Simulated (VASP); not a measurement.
A cell of BN (hex) near equilibrium:

```xyz
4
Lattice="1.2564 -2.1762 0.0000 1.2564 2.1762 0.0000 0.0000 0.0000 7.6483" Properties=species:S:1:pos:R:3 pbc="T T T"
B      1.2564     0.7254     1.9121
B      1.2564    -0.7254     5.7362
N      1.2564    -0.7254     1.9121
N      1.2564     0.7254     5.7362
```

All values below come from PBE GGA, VASP's PBE PAW potentials (set 64) (plane waves; VASP).

Without a dispersion term in the relaxation, distances and binding between the weakly bound layers, chains or molecules are unreliable, and so is what depends on them.

```csv
run,ΔE (meV/atom),σxx,σyy,σzz,"largest shear component, with its sign (GPa)"
as it is,0.0,-0.29,-0.29,0.19,0.00
after one change,0.7,-0.29,-0.29,0.35,0.00
```
Stress is in GPa, positive when the cell is compressed.

Name the change that produced these shifts.
A) uniaxial strain of -2.0 % along z
B) uniaxial strain of -1.0 % along y
C) isotropic strain of -3.0 %
D) biaxial strain of -4.0 % in the xz plane

A, uniaxial strain of -2.0 % along z

The compound is BN in the hex structure.
